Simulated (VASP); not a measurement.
Energy against volume of Cr (bcc, AFM order). Method: r2SCAN meta-GGA, VASP's PBE PAW potentials (set 64) (plane waves; VASP 6.6.1). Numerical set-up: 520 eV cut-off, 12×12×12 Γ-centred mesh, first-order Methfessel-Paxton smearing of 0.10 eV, potentials Cr_pv.

```
V (Å³/atom)  E (eV/atom)
-----------  -----------
12.680         -15.06911
13.072         -15.07207
13.464         -15.06769
13.856         -15.05711
```

Problem. Fit these four points and predict the energy of the run at 12.288 Å³/atom.

Solution. A cubic in V^(−2/3), the third-order Birch-Murnaghan form, passes through the four points with V0 = 13.02 Å³/atom and B0 = 102 GPa, and gives -15.0574 eV/atom there. The run gave -15.0569 eV/atom, +0.5 meV/atom from the fit; all five points give B0 = 104 GPa.

The compound is Cr in the bcc, AFM order structure. It was relaxed first, which changed the volume by +9 %.
